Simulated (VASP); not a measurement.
VASP ran on this input.

**INCAR**
```
SYSTEM = Nb
PREC = Accurate
ENCUT = 400
EDIFF = 1E-6
NELM = 100
ALGO = Normal
LREAL = .FALSE.
LASPH = .TRUE.
ISMEAR = 1
SIGMA = 0.1
GGA = PE
LMAXMIX = 4
LWAVE = .FALSE.
LCHARG = .FALSE.
ISIF = 2
ICHARG = 11
```

File POSCAR:
```
Nb
1
   -1.6830000000     1.6830000000     1.6830000000
    1.6830000000    -1.6830000000     1.6830000000
    1.6830000000     1.6830000000    -1.6830000000
Nb
1
Direct
  0.0000000000   0.0000000000   0.0000000000
```

**KPOINTS**
```
Automatic mesh
0
Gamma
11 11 11
0 0 0
```

POTCAR, in this order: Nb_sv (PBE.64 set). Program: vasp_std.

What VASP printed:

File standard output:
```
 POSCAR found type information on POSCAR Nb
 POSCAR found :  1 types and       1 ions
 Reading from existing POTCAR
 Reading from existing POTCAR
 LDA part: xc-table for (Slater+PW92), standard interpolation
 WARNING: stress and forces are not correct
 POSCAR, INCAR and KPOINTS ok, starting setup
 WAVECAR not read
 WARNING: CHGCAR is incomplete

 -----------------------------------------------------------------------------
|                                                                             |
|     EEEEEEE  RRRRRR   RRRRRR   OOOOOOO  RRRRRR      ###     ###     ###     |
|     E        R     R  R     R  O     O  R     R     ###     ###     ###     |
|     E        R     R  R     R  O     O  R     R     ###     ###     ###     |
|     EEEEE    RRRRRR   RRRRRR   O     O  RRRRRR       #       #       #      |
|     E        R   R    R   R    O     O  R   R                               |
|     E        R    R   R    R   O     O  R    R      ###     ###     ###     |
|     EEEEEEE  R     R  R     R  OOOOOOO  R     R     ###     ###     ###     |
|                                                                             |
|     ICHARG>10                                                               |
|                                                                             |
|       ---->  I REFUSE TO CONTINUE WITH THIS SICK JOB ... BYE!!! <----       |
|                                                                             |
 -----------------------------------------------------------------------------
```

From input and log, find the fault in this run and mend it.

The cause: ICHARG = 11 asks for a fixed density, but there is no CHGCAR. VASP stops with an error: ERROR: charge density could not be read from file CHGCAR for ICHARG>10 ----> I REFUSE TO CONTINUE WITH THIS SICK JOB ... BYE!!! <---- To mend it, run self-consistently first and keep its CHGCAR, or remove ICHARG. The plain static run on this cell (PBE GGA, plane waves, VASP's PBE PAW potentials (set 64)) converges, and its OSZICAR ends with
```
   1 F= -.10184545E+02 E0= -.10184645E+02  d E =0.300664E-03
```

The compound is Nb in the bcc structure. The cell was not relaxed at this level.
